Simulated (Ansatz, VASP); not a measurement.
## Hf (Hafnium) in two plane-wave programs

Wanted: the spread between two codes on one cell, functional and k mesh. Of the first pair: The cell is a member of a volume series, scaled by 1.02 from a relaxed one, so a pressure remains. Valence electrons are named where the data sets of a main pair hold unlike numbers.

Main program and level: Ansatz 0.2.0; plane waves, with VASP 6.6.1 beside it; single point at r2SCAN with rVV10 and electric field gradients at r2SCAN with rVV10.

## (1) Set-up

The structure is hexagonal, space group P6_3/mmc (No. 194). Conventional cell: a = 3.208 Å, b = 3.208 Å, c = 5.055 Å, α = 90.00°, β = 90.00°, γ = 120.00°. Nearest to Hf lie 12 Hf at 3.13 to 3.21 Å.

Structure file:

```xyz
2
Lattice="3.2075 0.0000 0.0000 -1.6038 2.7778 0.0000 0.0000 0.0000 5.0553" Properties=species:S:1:pos:R:3 pbc="T T T"
Hf    0.0000    1.8519    1.2638
Hf    1.6038    0.9259    3.7915
```

## (2) VASP: single point, r2SCAN with rVV10, volume scaled by 1.02

With cell and atoms fixed, the geometry can't cause a difference; cores, projectors, grids and the points listed under the comparison can.

Lines of VASP's logs that name or quote its potential files are left out, and so is its time.

The input, INCAR:

```
SYSTEM = Hf
PREC = Accurate
ENCUT = 400
EDIFF = 1E-06
NELM = 100
ISMEAR = 1
SIGMA = 0.2
LREAL = .FALSE.
ALGO = Normal
METAGGA = R2SCAN
LUSE_VDW = .TRUE.
IVDW_NL = 2
BPARAM = 11.95
CPARAM = 0.0093
LASPH = .TRUE.
NBANDS = 16
LORBIT = 11
LWAVE = .FALSE.
LCHARG = .FALSE.
KPAR = 2
ISIF = 2
```

The input, POSCAR:

```
Hf
1.0
    3.2075289826      0.0000000000      0.0000000000
   -1.6037644913      2.7778015823      0.0000000000
    0.0000000000      0.0000000000      5.0553404943
Hf
2
Direct
    0.3333333333      0.6666666667      0.2500000000
    0.6666666667      0.3333333333      0.7500000000
```

The input, KPOINTS:

```
Automatic mesh
0
Gamma
8 8 5
0 0 0
```

The projector-augmented-wave data sets are Hf_pv (PBE family, release 64).

Command:

```bash
mpirun -np 2 vasp_std
```

Numbers of over 12 decimals in the logs are rounded to 6 here.

What it wrote:

```text
[banner, memory and clock lines left out]
running    2 mpi-ranks, on    1 nodes
 distrk:  each k-point on    1 cores,    2 groups
 distr:  one band on    1 cores,    1 groups

 POSCAR found type information on POSCAR Hf
 POSCAR found :  1 types and       2 ions
|                                                                             |
|               ----> ADVICE to this user running VASP <----                  |
|                                                                             |
|     You have switched on vdW-DFT.                                           |
|     This routine was written and supplied by Jiri Klimes. We recommend      |
|     that you carefully read and cite the following publications:            |
|       J. Klimes, D.R. Bowler, A. Michelides                                 |
|          J. Phys.: Cond Matt. 22 022201 (2010)                              |
|       J. Klimes, D.R. Bowler, A. Michelides                                 |
|          Phys. Rev. B. 83, 195131 (2011)                                    |
|     and references therein.                                                 |
|                                                                             |

|                                                                             |
|               ----> ADVICE to this user running VASP <----                  |
|                                                                             |
|     You enforced a specific xc type in the INCAR file but a different       |
|     [... a line on the potential file left out ...]
|     I HOPE YOU KNOW WHAT YOU ARE DOING!                                     |
|                                                                             |

 LDA part: xc-table for (None), standard interpolation
 POSCAR, INCAR and KPOINTS ok, starting setup
 FFT: planning ... GRIDC
 FFT: planning ... GRID_SOFT
 FFT: planning ... GRID
 WAVECAR not read
 entering main loop
       N       E                     dE             d eps       ncg     rms          rms(c)
Total rVV10 correction in eV:      0.3937676    22.5152500
Total rVV10 correction in eV:      0.3937676    22.5152500
DAV:   1    -0.298701422200E+02   -0.29870E+02   -0.10526E+04   960   0.102E+03
DAV:   2    -0.940767897621E+02   -0.64207E+02   -0.62590E+02  1288   0.233E+02
DAV:   3    -0.956731394252E+02   -0.15963E+01   -0.15926E+01  1256   0.267E+01
DAV:   4    -0.956876101411E+02   -0.14471E-01   -0.14448E-01  1232   0.313E+00
DAV:   5    -0.956878206339E+02   -0.21049E-03   -0.21048E-03  1272   0.313E-01    0.713E+01
Total rVV10 correction in eV:      0.3722169    22.5152503
Total rVV10 correction in eV:      0.3722169    22.5152503
DAV:   6    -0.900022300110E+02    0.56856E+01   -0.10379E+00  1096   0.853E+00    0.412E+01
Total rVV10 correction in eV:      0.3520612    22.5152503
Total rVV10 correction in eV:      0.3520612    22.5152503
DAV:   7    -0.899545946052E+02    0.47635E-01   -0.76937E-01  1200   0.646E+00    0.410E+00
Total rVV10 correction in eV:      0.3531497    22.5152503
Total rVV10 correction in eV:      0.3531497    22.5152503
DAV:   8    -0.899563527701E+02   -0.17582E-02   -0.23335E-02  1192   0.106E+00    0.152E+00
Total rVV10 correction in eV:      0.3548115    22.5152503
Total rVV10 correction in eV:      0.3548115    22.5152503
DAV:   9    -0.899546584346E+02    0.16943E-02   -0.79596E-03  1176   0.598E-01    0.200E-01
Total rVV10 correction in eV:      0.3547121    22.5152503
Total rVV10 correction in eV:      0.3547121    22.5152503
DAV:  10    -0.899546499279E+02    0.85067E-05   -0.24104E-04  1216   0.135E-01    0.130E-01
Total rVV10 correction in eV:      0.3546911    22.5152503
Total rVV10 correction in eV:      0.3546911    22.5152503
DAV:  11    -0.899546481433E+02    0.17845E-05   -0.14495E-05  1240   0.304E-02    0.677E-03
Total rVV10 correction in eV:      0.3547070    22.5152503
Total rVV10 correction in eV:      0.3547070    22.5152503
DAV:  12    -0.899546481741E+02   -0.30809E-07   -0.40665E-07   840   0.456E-03
Total rVV10 correction in eV:      0.3547084    22.5152503
Total rVV10 correction in eV:      0.3547084    22.5152503
Total rVV10 correction in eV:      0.3547087    22.5152503
Total rVV10 correction in eV:      0.3547087    22.5152503
   1 F= -.89954648E+02 E0= -.89958166E+02  d E =0.105528E-01
```

OUTCAR, selected parts (step 2):

```text
ion  position               nearest neighbor table
   1  0.333  0.667  0.250-   2 3.13   2 3.13   2 3.13   2 3.13   2 3.13   2 3.13
   2  0.667  0.333  0.750-   1 3.13   1 3.13   1 3.13   1 3.13   1 3.13   1 3.13

  LATTYP: Found a hexagonal cell.
 ALAT       =     3.2075289826
 C/A-ratio  =     1.5760856790

 Subroutine GETGRP returns: Found 24 space group operations
 (whereof 12 operations were pure point group operations)

The static configuration has the point symmetry D_3d.
 The point group associated with its full space group is D_6h.

 Found     30 irreducible k-points:

   k-points           NKPTS =     30   k-points in BZ     NKDIM =     30   number of bands    NBANDS=     16

   dimension x,y,z NGX =    24 NGY =   24 NGZ =   36
   dimension x,y,z NGXF=    48 NGYF=   48 NGZF=   72

   ENCUT  =  400.0 eV  29.40 Ry    5.42 a.u.   5.23  5.23  8.24*2*pi/ulx,y,z

   NELECT =      20.0000    total number of electrons

 k-points in reciprocal lattice and weights: Automatic mesh
   0.00000000  0.00000000  0.00000000       0.003
   0.12500000 -0.00000000  0.00000000       0.019
   0.25000000 -0.00000000  0.00000000       0.019
   0.37500000  0.00000000  0.00000000       0.019
   0.50000000 -0.00000000  0.00000000       0.009
   0.12500000  0.12500000  0.00000000       0.019
   0.25000000  0.12500000  0.00000000       0.038
   0.37500000  0.12500000  0.00000000       0.038
   0.25000000  0.25000000  0.00000000       0.019
[...]
0.25000000  0.25000000  0.40000000       0.038
   0.37500000  0.25000000  0.40000000       0.038

 average (electrostatic) potential at core
       1 -43.1898       2 -43.1898

 E-fermi :   4.7868

 k-point     1 :       0.0000    0.0000    0.0000
  band No.  band energies     occupation
    ...
      4     -26.5886      2.00000
      5     -26.5792      2.00000
      6     -26.5792      2.00000
      7      -2.9678      2.00000
      8       0.9551      2.00000
      9       5.1768     -0.01875
     10       6.0998     -0.00000
     11       6.0998     -0.00000
     12       6.4427     -0.00000
     13       6.9761     -0.00000
    ...

 k-point     2 :       0.1250   -0.0000    0.0000
  band No.  band energies     occupation
    ...
      5     -26.6075      2.00000
      6     -26.5902      2.00000
      7      -2.4910      2.00000
      8       1.4060      2.00000
      9       4.6535      1.89555
     10       5.2097     -0.01086
     11       6.4733     -0.00000
     12       6.5519     -0.00000
     13       7.1011     -0.00000
     14       7.1160     -0.00000
    ...

 k-point     3 :       0.2500   -0.0000    0.0000
  band No.  band energies     occupation
    ...
      6     -26.6200      2.00000
      7      -1.2150      2.00000
      8       2.3178      2.00000
      9       3.6173      2.00000
     10       4.2146      2.00040
     11       5.7492     -0.00000
     12       6.3773     -0.00000
     13       6.4876     -0.00000
     14       7.8505     -0.00000
     15       8.1320     -0.00000
    ...

  Total       -0.6202995     -0.6202995     -0.6712145      0.0000000      0.0000000      0.0000000
  in kB      -22.0642800    -22.0642800    -23.8753481      0.0000000      0.0000000      0.0000000
  external PRESSURE =     -22.6679693 kB  Pullay stress =       0.0000000 kB

  energy-cutoff  :      400.00
  volume of cell :       45.04
      direct lattice vectors                 reciprocal lattice vectors
     3.207528983  0.000000000  0.000000000     0.311766474  0.179998457  0.000000000
    -1.603764491  2.777801582  0.000000000     0.000000000  0.359996915  0.000000000
     0.000000000  0.000000000  5.055340494     0.000000000  0.000000000  0.197810613

 POSITION                                       TOTAL-FORCE (eV/Angst)
 -----------------------------------------------------------------------------------
     -0.00000      1.85187      1.26384        -0.000000     -0.000000      0.000000
      1.60376      0.92593      3.79151         0.000000      0.000000      0.000000
 -----------------------------------------------------------------------------------
    total drift:                               -0.000000      0.000000     -0.000000

  FREE ENERGIE OF THE ION-ELECTRON SYSTEM (eV)
  ---------------------------------------------------
  free  energy   TOTEN  =       -89.9546481741 eV

  energy  without entropy=      -89.9652009964  energy(sigma->0) =      -89.95816578

 total charge
# of ion       s       p       d       tot
------------------------------------------
    1        0.401   6.422   1.500   8.323
    2        0.401   6.422   1.500   8.323
--------------------------------------------------
tot          0.802  12.844   3.000  16.646

[... 3 further parts left out ...]
```

The k-mesh is coarse for a metal. Harder data sets than Hf_pv exist (the GW ones), and pressures, volumes and forces can shift noticeably with them. The PAW data sets were made with PBE, which is usual practice but a small mismatch for other functionals. The scan keeps the cell's shape and the fractional positions fixed.

## (3) Ansatz: single point, r2SCAN with rVV10, volume scaled by 1.02

Ansatz runs on its default PAW (the set named soft_2) files.

The same cell, functional, mesh and smearing now go to Ansatz, which takes its cutoff from its data sets.

The input, input.yaml:

```yaml
crystal:
  lattice:
    - [3.2075289826, 0.0, 0.0]
    - [-1.6037644913, 2.7778015823, 0.0]
    - [0.0, 0.0, 5.0553404943]
  atoms:
    - { symbol: Hf, position: [0.3333333333, 0.6666666667, 0.25] }
    - { symbol: Hf, position: [0.6666666667, 0.3333333333, 0.75] }
hamiltonian:
  xc: r2scan
  pseudopotentials: { kind: paw }
  dispersion: rvv10
kpoints:
  mp_grid: { grid: [8, 8, 5] }
scf:
  occupations: { method: methfessel_paxton, width: 0.2 }
  n_extra_bands: 4
output:
  forces: true
  stress: true
  eigenvalues: true
```

Command:

```bash
ansatz run input.yaml --threads 2 --pin off --max-ram 4608MiB --backend cpu --events-out ev --progress --plain --runs-dir out
```

What it wrote:

```text
scf.n_extra_bands = 4 over 26 filled bands (N_el = 52.0): the run solves 30 bands
Engine: ansatz 0.2.0, aarch64-unknown-linux-gnu
Pseudopotentials: kind: paw
Pseudopotential: Hf, paw, valence charge 26, recommended cutoff 500 eV (meta_gga), Hf.paw.azcp
Functional definition: r2SCAN+rVV10
  parameter k0 = 0.174
  parameter k1 = 0.065
  parameter a1 = 4.9479
  exchange = r2scan_x(k0 = k0, k1 = k1, a1 = a1)
  correlation = r2scan_c + rvv10(11.95, 0.0093)
Crystal: 2 atoms, lattice volume = 45.042 Å³
Basis set: ecut = 500 eV, 1117 PW (Γ), exchange–correlation on 108×108×180 points (64 copies of the dense FFT grid, shifted against one another)
Bands: 30, of which v1, the nominal top of the filled ones, is band 26 counted from 1 (25 counted from 0)
Symmetry: 24 space group operations
Space group: P63/mmc (ITA 194), of the structure as read, at distance tolerance 3.6e-5 Å
k-points: 30 of 320
Non-local potential: Hf, projectors of the file, l = 0: 3, l = 1: 2, l = 2: 2, l = 3: 3
PAW form: soft (Blöchl's): semilocal exchange-correlation on the pseudo side does not see the compensation charge
rVV10 density: all electrons in the spheres
PAW frozen core: Hf, regenerated for the run's functional (the file was generated under x = pbe(κ = 0.804, μ = 0.219515), c = pbe(β = 0.066725))
PAW one-centre angular grid: Hf, 974 points (default); XC on 160 Gauss nodes
Initial density: superposition of atomic densities (neutral atoms: chi_scale 0, normalization atom), corrected by the library's trained network
Initial wavefunctions: pseudopotential atomic-orbital guess
Functional: x = r2scan, c = r2scan + rvv10(b = 11.95, C = 0.0093); τ floored in thin density (d = 2e-4 eV/Å³)
SCF iter   1: F=—  HF=-31460.524105 eV  |F-HF|=—  |Δ(HF+E_count)|=         —  Δρ=8.76e-3  dr2=1.80e-2  dr2_τ=3.56e-2  ethr=1.77e-3  ⟨swp⟩=3.5  Hψ=2783  notcnv=0
preconditioner: auto → Kerker (q_TF=auto, 2.794 Å⁻¹)  [metal: Δε(μ)=0.125 eV  Ē_g=17.307 eV  σ=0.200 eV  W_gap=0.50  n_scr=22 (ndim 8)  ℏωp=38.3 eV  f_vac=0.000  D(μ)=0.59/eV (n_scr^D=2)]
SCF iter   2: F=—  HF=-31460.540514 eV  |F-HF|=—  |Δ(HF+E_count)|=   1.64e-2  S|Δr|=    0.00e0  Δρ=4.42e-3  dr2=6.28e-3  dr2_τ=1.56e-3  ethr=3.47e-5  ⟨swp⟩=2.6  Hψ=2164  notcnv=0
preconditioner: auto → Resta (q_TF=auto, 2.794 Å⁻¹)  ε∞=6.1  [insulator: Δε(μ)=0.135 eV  Ē_g=17.030 eV  σ=0.200 eV  W_gap=0.53  n_scr=22 (ndim 8)  ℏωp=38.3 eV  f_vac=0.000  D(μ)=0.50/eV (n_scr^D=2)  ε∞_Penn≈6.1]
SCF iter   3: F=—  HF=-31460.540789 eV  |F-HF|=—  |Δ(HF+E_count)|=   2.75e-4  S|Δr|=    0.00e0  Δρ=3.35e-3  dr2=3.43e-3  dr2_τ=2.67e-4  ethr=1.21e-5  ⟨swp⟩=2.0  Hψ=1318  notcnv=0  defer=1
SCF iter   4: F=—  HF=-31460.542149 eV  |F-HF|=—  |Δ(HF+E_count)|=   1.36e-3  S|Δr|=    0.00e0  Δρ=2.20e-4  dr2=1.34e-5  dr2_τ=1.50e-5  ethr=6.60e-6  ⟨swp⟩=2.0  Hψ=1615  notcnv=0  defer=1
SCF iter   5: F=—  HF=-31460.542162 eV  |F-HF|=—  |Δ(HF+E_count)|=   1.23e-5  S|Δr|=    0.00e0  Δρ=7.12e-5  dr2=1.83e-6  dr2_τ=1.19e-7  ethr=2.57e-8  ⟨swp⟩=2.0  Hψ=1678  notcnv=0  defer=1
SCF iter   6: F=—  HF=-31460.542162 eV  |F-HF|=—  |Δ(HF+E_count)|=   4.82e-7  S|Δr|=    0.00e0  Δρ=1.75e-5  dr2=1.41e-7  dr2_τ=1.88e-8  ethr=3.52e-9  ⟨swp⟩=2.0  Hψ=1683  notcnv=0  defer=1
SCF iter   7: F=-31460.542162 eV  HF=-31460.542162 eV  |F-HF|=2.55e-9  |Δ(HF+E_count)|=   2.01e-8  S|Δr|=    0.00e0  Δρ=3.48e-6  dr2=4.21e-9  dr2_τ=1.15e-9  ethr=1.92e-10  ⟨swp⟩=4.6  Hψ=3595  notcnv=0
SCF 1 converged in 7 iterations: F = -31460.542162 eV  dr2 = 4.21e-9
  greatest PAW one-centre occupation: 0.998 electrons in one spin orbital (limit 2), on the Hf atom at site 1 (counted from 0), in its partial waves of l = 3
SCF converged after 7 iterations
Stability not checked: this state was not tested for a lower state beside it, because cold or Methfessel-Paxton smearing, or corrected tetrahedra, fill the levels in a way that the test cannot read (fill_not_monotonic; see scf.lower_state_search)
Free energy (F): -31460.542162 eV
Harris-Foulkes:  -31460.542162 eV  (|F-HF|=2.55e-9)
Internal energy: -31460.552389 eV  (E = F + TS)
E sigma→0 (E₀):  -31460.544719 eV
Entropy (-TS):   0.010226 eV (5.113 meV/atom)
Fermi energy:    19.693790 eV
Step filling:    the computed levels leave a gap of 0.0108 eV = 0.1 smearing widths at the electron count; against every level under it full and every level over it empty, smearing changes F+E_penalty+E_count by +2.781 meV and its σ→0 estimate by +0.224 meV
--- Per-component energies (eV) ---
  E_band       = 31.946038
  E_kinetic    = 847.797670
  E_local      = -10181.951469  (includes V_loc(G=0)·N_el)
  E_nonlocal   = -2497.599026
  E_hartree    = 4789.109567
  E_xc         = -560.846885
  E_vxc        = -584.936236  (∫ρ·V_xc dr)
  E_paw        = -13904.192889  (= ΣΔE_a)
  E_vpaw       = 2841.535182  (= ΣTr[D̂ρ^β])
  E_aug_tail   = -0.000002  (compensation charges beyond the density's cutoff)
  E_vtau       = 28.878968  (kinetic-family band-sum trace: ∫τ·v_τ [+ j·A + Jᵃ·Aᵃ] dr)
  E_ewald      = -9953.512398
  E_core_change = 0.643044  (= ΣΔE_core)
  E_smearing   = 0.010226  (= −TS)
  E_closure    = -0.000000  (closes the sum)
  Σ components = -31460.542162   (vs F -31460.542162, Δ=0.00e0)
--- Forces (eV/Å), atoms counted from 1 ---
  atom   1  Hf    -0.00000000    -0.00000000     0.00000000
  atom   2  Hf    -0.00000000     0.00000000     0.00000000
  max |Σ_I F_I| component: 5.55e-17 eV/Å
--- Stress (GPa, compression-positive) ---
       -2.055000      -0.000000       0.000000
       -0.000000      -2.055000       0.000000
        0.000000       0.000000      -2.061120
  P = ⅓ Tr σ = -2.0570 GPa (-20.570 kbar)
--- Band table (eV; the first three rows and the last of 30) ---
  k-point 0: bands = [... 22 lower, 11.9351, 15.8416, 20.1107, 20.9745, 20.9745, 21.3186, 21.8510, 21.8510]
  k-point 1: bands = [... 22 lower, 12.3129, 15.5978, 19.7354, 20.8119, 20.8119, 20.9748, 21.5571, 21.5571]
  k-point 2: bands = [... 22 lower, 13.3417, 14.6611, 19.6023, 20.2034, 20.7615, 20.7615, 21.0520, 21.0520]
  k-point 29: bands = [... 22 lower, 17.1845, 17.5352, 18.5096, 18.5701, 19.4030, 19.4470, 22.0663, 22.9599]
```

The job ended after 10 s (2 threads of Arm Neoverse N1, shared host; peak memory 0.48 GiB).

The run ends at a pressure of -2.06 GPa.

## (4) Comparison

Known differences besides the potentials themselves: VASP keeps PBE cores, Ansatz makes them for the functional; the data sets hold 52 valence electrons in Ansatz (on its default PAW (the set named soft_2) files) and 20 in VASP; the cutoff is 500 eV in Ansatz and 400 eV in VASP. Total energies have different zeros and are not compared.

The two programs side by side:

```csv
quantity,Ansatz,VASP,difference
pressure (GPa),-2.06,-2.27,+0.21
```

(Part 1 of 2 ends here.)

[Lines on the potential files, build, host, timing and source positions are cut from VASP's logs without a mark.]

[Logs are printed without paths, hosts, clocks, repeated set-up lines and the standing remarks that a program may print on its own settings, such as how far it seeks lower states.]

[Hosts, paths, dates, database ids (printed as entryN), source tags and the programs' standing remarks are cut or masked in the printed files.]
